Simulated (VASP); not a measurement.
Mg2CdO3:

```xyz
6
Lattice="5.1634 -2.2454 0.0000 5.1634 2.2454 0.0000 -0.0741 0.0000 3.4352" Properties=species:S:1:pos:R:3 pbc="T T T"
Mg    6.7439    0.0000    1.7423
Mg    3.5088    0.0000    1.6929
Cd    0.0000    0.0000    0.0000
O     8.8421    0.0000    1.6856
O     5.1634    0.0000    0.0000
O     1.4105    0.0000    1.7497
```

The cell was built by a generator and needn't be a form met in nature.

- Program: VASP 6.6.1
- Task: relaxation of cell and atoms
- Functional: PBE
- Potentials or basis: VASP PAW PBE potentials, release 64 (Mg, Cd, O)
- Cutoff: 520 eV
- k mesh: 4 × 4 × 4
- Occupations: gaussian, width 0.15 eV
- Spin: no spin polarisation

At the start: pressure -4.0 GPa; volume 13.28 Å³/atom.

Question: How do energy, volume and symmetry change on relaxing?

Answer: Over 9 steps the energy falls by 108.9 meV/atom and the volume is 12.56 Å³/atom (-5.4 %); space group C2/m (No. 12, to 0.05 Å).

Step by step:
```csv
step,energy change (eV),largest force (eV/Å),pressure (GPa),volume (Å³)
1,0.0000,2.6678,-3.96,79.66
2,-0.5719,0.7810,0.57,75.89
3,-0.5791,0.8383,1.45,75.38
4,-0.6376,0.0605,-1.20,76.22
5,-0.6376,0.0545,-0.85,76.24
6,-0.6479,0.0624,-0.44,75.55
7,-0.6504,0.0920,1.41,74.45
8,-0.6515,0.0849,0.81,74.88
9,-0.6533,0.0307,-0.17,75.34
```

Final structure:
```cif
data_structure
_symmetry_space_group_name_H-M 'P 1'
_symmetry_Int_Tables_number 1
_cell_length_a 5.4953
_cell_length_b 5.4953
_cell_length_c 3.3710
_cell_angle_alpha 91.191
_cell_angle_beta 91.191
_cell_angle_gamma 47.754
_cell_volume 75.34
loop_
_atom_site_label
_atom_site_type_symbol
_atom_site_fract_x
_atom_site_fract_y
_atom_site_fract_z
_atom_site_occupancy
Mg1 Mg 0.64740 0.64740 0.50695 1
Mg2 Mg 0.35260 0.35260 0.49305 1
Cd1 Cd 0.00000 0.00000 0.00000 1
O1 O 0.84183 0.84183 0.48855 1
O2 O 0.50000 0.50000 0.00000 1
O3 O 0.15817 0.15817 0.51145 1
```

Caveat: the k mesh is coarse (spacing up to 0.46 Å⁻¹), so the values aren't converged.
